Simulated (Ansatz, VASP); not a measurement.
# Cross-check of TiO2 between VASP and Ansatz

Wanted: the spread between two codes on one cell, functional and k mesh. The cell is taken from a series of runs on this material, whose earlier steps may have relaxed, scaled, displaced or heated it; both programs get it as it stands.

Calculated with Ansatz 0.2.0; plane waves, with VASP 6.6.1 beside it; G0W0 gap at LDA.

**1. Starting point**

It takes space group Pbcn (No. 60, orthorhombic). Conventional cell: a = 4.682 Å, b = 5.685 Å, c = 5.056 Å, α = 90.00°, β = 90.00°, γ = 90.00°. Nearest to Ti lie 6 O at 1.89 to 2.22 Å. Nearest to O lie 3 Ti at 1.89 to 2.22 Å. Farther neighbours and most contacts between anions are not listed.

As a file:

```cif
data_structure
_symmetry_space_group_name_H-M 'Pbcn'
_symmetry_Int_Tables_number 60
_cell_length_a 4.6817
_cell_length_b 5.6852
_cell_length_c 5.0565
_cell_angle_alpha 90.000
_cell_angle_beta 90.000
_cell_angle_gamma 90.000
_cell_volume 134.59
loop_
_atom_site_label
_atom_site_type_symbol
_atom_site_symmetry_multiplicity
_atom_site_Wyckoff_symbol
_atom_site_fract_x
_atom_site_fract_y
_atom_site_fract_z
_atom_site_occupancy
Ti1 Ti 4 c 0.50000 0.67970 0.75000 1
O1 O 8 d 0.72566 0.62926 0.08166 1
```

**2. Ansatz: G0W0 gap, LDA**

Ansatz runs on its PAW soft_1 files.

Quasiparticle shifts depend on high empty states and on the cores, so they are the hardest test of two PAW sets.

File input.yaml:

```yaml
crystal:
  lattice:
    - [4.6817100365, 0.0, 0.0]
    - [0.0, 5.6852080232, 0.0]
    - [0.0, 0.0, 5.0564727658]
  atoms:
    - { symbol: Ti, position: [0.5, 0.6796976742, 0.75] }
    - { symbol: Ti, position: [0.0, 0.8203023258, 0.25] }
    - { symbol: Ti, position: [0.5, 0.3203023258, 0.25] }
    - { symbol: Ti, position: [0.0, 0.1796976742, 0.75] }
    - { symbol: O, position: [0.7256580877, 0.6292590139, 0.0816605132] }
    - { symbol: O, position: [0.2256580877, 0.8707409861, 0.9183394868] }
    - { symbol: O, position: [0.7743419123, 0.8707409861, 0.5816605132] }
    - { symbol: O, position: [0.2743419123, 0.6292590139, 0.4183394868] }
    - { symbol: O, position: [0.7256580877, 0.3707409861, 0.5816605132] }
    - { symbol: O, position: [0.2256580877, 0.1292590139, 0.4183394868] }
    - { symbol: O, position: [0.7743419123, 0.1292590139, 0.0816605132] }
    - { symbol: O, position: [0.2743419123, 0.3707409861, 0.9183394868] }
kpoints:
  mp_grid: { grid: [4, 2, 4] }
hamiltonian:
  xc: lda
  pseudopotentials: { kind: paw, azcp: { folder: soft_1 }, xc_functional: pbe }
scf:
  occupations: { method: fixed }
gw:
  n_empty_bands: 463
  ecut_chi: 140
  qp_bands: [v4, c4]
  qp_kpoints: band_edges
  screening: { model: contour_deformation }
```

Started as:

```console
> ansatz run input.yaml --threads 2 --pin off --max-ram 92160MiB --backend cuda --events-out ev --progress --plain --runs-dir out --devices 1 --max-vram 13GiB
```

Numbers of over 12 decimals in the logs are rounded to 6 here.

Output:

```text
GPUs: using 1 of 1 available (devices: 1).
Engine: ansatz 0.2.0, x86_64-unknown-linux-gnu
Pseudopotentials: kind: paw
Pseudopotential: Ti, paw, valence charge 12, recommended cutoff 420 eV (normal), soft_1/Ti.paw.azcp
Pseudopotential: O, paw, valence charge 6, recommended cutoff 420 eV (normal), soft_1/O.paw.azcp
Functional definition: SPW92
  exchange = slater_x
  correlation = pw_c
device memory: the entry about to start is reckoned to put 1.8 GiB on a device that reports 47.2 GiB free (of which the cap on the GPU budget leaves the run 13.0 GiB)
GPU FFT provider: cuFFT
GPU libraries: cuBLAS 13.8.2, cuFFT 12.4.0, cuSOLVER 12.3.4
Crystal: 12 atoms, lattice volume = 134.586 Å³
Basis set: ecut = 420 eV, 2641 PW (Γ)
Bands: 60, of which v1, the nominal top of the filled ones, is band 48 counted from 1 (47 counted from 0)
Symmetry: 8 space group operations
Space group: Pbcn (ITA 60), of the structure as read, at distance tolerance 5.1e-5 Å
k-points: 18 of 32
Non-local potential: Ti, projectors of the file, l = 0: 3, l = 1: 2, l = 2: 3, l = 3: 1
Non-local potential: O, projectors of the file, l = 0: 2, l = 1: 2, l = 2: 1
PAW form: soft (Blöchl's): semilocal exchange-correlation on the pseudo side does not see the compensation charge
PAW frozen core: Ti, regenerated for the run's functional, and the local potential with it (the file was generated under x = pbe(κ = 0.804, μ = 0.219515), c = pbe(β = 0.066725))
PAW frozen core: O, regenerated for the run's functional, and the local potential with it (the file was generated under x = pbe(κ = 0.804, μ = 0.219515), c = pbe(β = 0.066725))
PAW one-centre angular grid: Ti, 590 points (default); XC on 64 Gauss nodes
PAW one-centre angular grid: O, 110 points (default); XC on 64 Gauss nodes
Initial density: superposition of atomic densities (chi_scale 0.1, normalization cell, long waves kept (reshape's long-wave potential 0.00 eV rms))
Initial wavefunctions: pseudopotential atomic-orbital guess
GPU buffer pool allocated for 46080 grid points (all kernels)
GPU transforms: local potential and band sums: pruned to the plane-wave sphere, on 32×40×36
Functional: x = slater, c = lda
SCF iter   1: F=—  HF=-14259.840962 eV  |F-HF|=—  |Δ(HF+E_count)|=         —  Δρ=4.57e-2  dr2=2.23e0  ethr=3.10e-3  ⟨swp⟩=3.0  Hψ=3112  notcnv=0  defer=114
preconditioner: auto → Resta (q_TF=auto, 2.579 Å⁻¹)  ε∞=9.0  [insulator: Δε(μ)=2.207 eV  Ē_g=9.060 eV  n_scr=34 (ndim 8)  ℏωp=25.6 eV  f_vac=0.000  ε∞_Penn≈9.0]
SCF iter   2: F=—  HF=-14259.752610 eV  |F-HF|=—  |Δ(HF+E_count)|=   8.84e-2  Δρ=2.78e-2  dr2=7.78e-1  ethr=2.32e-3  ⟨swp⟩=2.0  Hψ=1299  notcnv=0  defer=159
SCF iter   3: F=—  HF=-14259.725947 eV  |F-HF|=—  |Δ(HF+E_count)|=   2.67e-2  Δρ=1.92e-2  dr2=5.06e-1  ethr=8.10e-4  ⟨swp⟩=2.0  Hψ=1454  notcnv=0  defer=162
SCF iter   4: F=—  HF=-14259.642780 eV  |F-HF|=—  |Δ(HF+E_count)|=   8.32e-2  Δρ=4.45e-3  dr2=2.59e-2  ethr=5.27e-4  ⟨swp⟩=2.0  Hψ=1486  notcnv=0  defer=134
SCF iter   5: F=—  HF=-14259.643453 eV  |F-HF|=—  |Δ(HF+E_count)|=   6.73e-4  Δρ=1.20e-3  dr2=2.68e-3  ethr=2.70e-5  ⟨swp⟩=2.3  Hψ=1525  notcnv=0  defer=174
SCF iter   6: F=—  HF=-14259.643504 eV  |F-HF|=—  |Δ(HF+E_count)|=   5.11e-5  Δρ=2.38e-4  dr2=9.58e-5  ethr=2.79e-6  ⟨swp⟩=2.0  Hψ=1351  notcnv=0  defer=162
SCF iter   7: F=—  HF=-14259.643512 eV  |F-HF|=—  |Δ(HF+E_count)|=   7.86e-6  Δρ=5.82e-5  dr2=5.35e-6  ethr=9.98e-8  ⟨swp⟩=2.0  Hψ=1448  notcnv=0  defer=108
SCF iter   8: F=—  HF=-14259.643512 eV  |F-HF|=—  |Δ(HF+E_count)|=   1.94e-7  Δρ=1.10e-5  dr2=1.09e-7  ethr=5.57e-9  ⟨swp⟩=2.0  Hψ=1381  notcnv=0  defer=108
SCF iter   9: F=-14259.643512 eV  HF=-14259.643512 eV  |F-HF|=1.61e-8  |Δ(HF+E_count)|=   1.39e-8  Δρ=4.03e-6  dr2=1.94e-8  ethr=1.04e-10  ⟨swp⟩=8.5  Hψ=3329  notcnv=0
SCF 1 converged in 9 iterations: F = -14259.643512 eV  dr2 = 1.94e-8
  greatest PAW one-centre occupation: 0.998 electrons in one spin orbital (limit 2), on the Ti atom at site 3 (counted from 0), in its partial waves of l = 0
device memory: the entry about to start is reckoned to put 2.1 GiB (of the 2.2 GiB reckoned in all, the device holds 0.1 GiB already) on a device that reports 47.1 GiB free (of which the cap on the GPU budget leaves the run 12.9 GiB)
NSCF: frozen V_eff on 18 k-points
the band table was solved once the SCF had ended and its energy, with any forces and stress, was formed, with the checks that follow a solve (3897 applications of the Hamiltonian). They found nothing against the state; the energy, forces and stress were not computed again (output.eigenvalues in the input reference)
device memory: the entry about to start is reckoned to put 3.6 GiB on a device that reports 47.2 GiB free (of which the cap on the GPU budget leaves the run 13.0 GiB)
NSCF: frozen V_eff on 18 k-points
G₀W₀ screening: q 1/18
[... further progress lines ...]
SCF converged after 9 iterations
Free energy (F): -14259.643512 eV
Harris-Foulkes:  -14259.643512 eV  (|F-HF|=1.61e-8)
[...]
4    51     10.0610   -13.7735    -7.3895   -22.5733  0.6916    11.5379    11.4712  root
     4    52     10.0610   -13.7735    -7.3895   -22.5733  0.6916    11.5379    11.4712  root
     5    45      6.8650   -25.1226     4.4352   -20.6012  0.6950     6.7785     6.7787  root
     5    46      6.8650   -25.1226     4.4352   -20.6012  0.6950     6.7785     6.7787  root
     5    47      6.8650   -25.1226     4.4352   -20.6012  0.6950     6.7785     6.7787  root
     5    48      6.8650   -25.1226     4.4352   -20.6012  0.6950     6.7785     6.7787  root
     5    49      9.8410   -13.7223    -7.0952   -22.2212  0.6998    11.3030    11.2446  root
     5    50      9.8410   -13.7223    -7.0952   -22.2212  0.6998    11.3030    11.2446  root
     5    51      9.8410   -13.7223    -7.0952   -22.2212  0.6998    11.3030    11.2446  root
     5    52      9.8410   -13.7223    -7.0952   -22.2212  0.6998    11.3030    11.2446  root
     6    45      6.4351   -25.2094     4.1609   -21.0044  0.6992     6.3909     6.3910  root
     6    46      6.8188   -25.0321     4.5795   -20.3393  0.6936     6.7052     6.7055  root
     6    47      6.8730   -24.9143     4.0375   -20.8532  0.6961     6.8493     6.8493  root
     6    48      7.1271   -25.3091     4.3717   -20.8657  0.6974     7.0553     7.0555  root
     6    49      9.7897   -13.5350    -7.3006   -22.2769  0.7007    11.2933    11.2310  root
     6    50      9.8717   -13.4633    -7.3839   -22.2867  0.6992    11.3743    11.3111  root
     6    51      9.9046   -13.9386    -6.9773   -22.3386  0.7034    11.3852    11.3274  root
     6    52     10.1322   -13.7897    -7.3513   -22.5513  0.6921    11.6066    11.5424  root
     7    45      6.5179   -24.9745     4.2966   -20.6188  0.6965     6.4587     6.4588  root
     7    46      6.5799   -24.8804     4.2328   -20.5789  0.6976     6.5112     6.5113  root
     7    47      6.9166   -25.2328     4.5236   -20.6150  0.6944     6.8223     6.8225  root
     7    48      7.0556   -25.3402     4.4512   -20.8091  0.6957     6.9756     6.9758  root
     7    49      9.8903   -13.8773    -7.0022   -22.2830  0.7011    11.3521    11.2938  root
     7    50      9.9246   -13.5483    -7.2676   -22.2269  0.6980    11.3973    11.3356  root
[...]
17    45      6.4401   -24.8923     4.4758   -20.3170  0.6925     6.3404     6.3406  root
    17    46      6.4401   -24.8923     4.4758   -20.3170  0.6925     6.3404     6.3406  root
    17    47      6.4401   -24.8923     4.4758   -20.3170  0.6925     6.3404     6.3406  root
    17    48      6.4401   -24.8923     4.4758   -20.3170  0.6925     6.3404     6.3406  root
    17    49     10.1185   -13.8718    -7.1480   -22.4124  0.6951    11.5720    11.5111  root
    17    50     10.1185   -13.8718    -7.1480   -22.4124  0.6951    11.5720    11.5111  root
    17    51     10.1185   -13.8718    -7.1480   -22.4124  0.6951    11.5720    11.5111  root
    17    52     10.1185   -13.8718    -7.1480   -22.4124  0.6951    11.5720    11.5111  root
```

The column dr2 measures how far the density is from self-consistency, as an energy; F and HF (Harris–Foulkes) agree once it is small.

(Part 1 of 2 ends here.)

[Lines on the potential files, build, host, timing and source positions are cut from VASP's logs without a mark.]

[Logs are printed without paths, hosts, clocks, repeated set-up lines and the standing remarks that a program may print on its own settings, such as how far it seeks lower states.]

[Hosts, paths, dates, database ids (printed as entryN), source tags and the programs' standing remarks are cut or masked in the printed files.]
